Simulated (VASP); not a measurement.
Here is the system:

```yaml
crystal:
  lattice:
    - [1.50450, -2.60587, 0.00000]
    - [1.50450, 2.60587, 0.00000]
    - [0.00000, 0.00000, 4.77360]
  atoms:
    - { symbol: Ti, position: [0.33333, 0.66667, 0.25000] }
    - { symbol: Ti, position: [0.66667, 0.33333, 0.75000] }
```

Calculation: PBE GGA, VASP's PBE PAW potentials (set 64) (plane waves; VASP). Numerical set-up: 400 eV cut-off, 9×9×5 Γ-centred mesh, first-order Methfessel-Paxton smearing of 0.10 eV, potentials Ti_sv.

**Question.** Give the stress tensor in GPa (positive for a compressed cell).

**Answer.** 
```
-7.76   0.00   0.00
 0.00  -7.76   0.00
 0.00   0.00  -8.89
```
The pressure is its mean diagonal, -8.14 GPa.

The compound is Ti in the hcp structure. The cell was not relaxed at this level. The run is one of a series of settings (KPOINTS 9×9×5 Γ-centred mesh against the base run), some of them coarse on purpose.
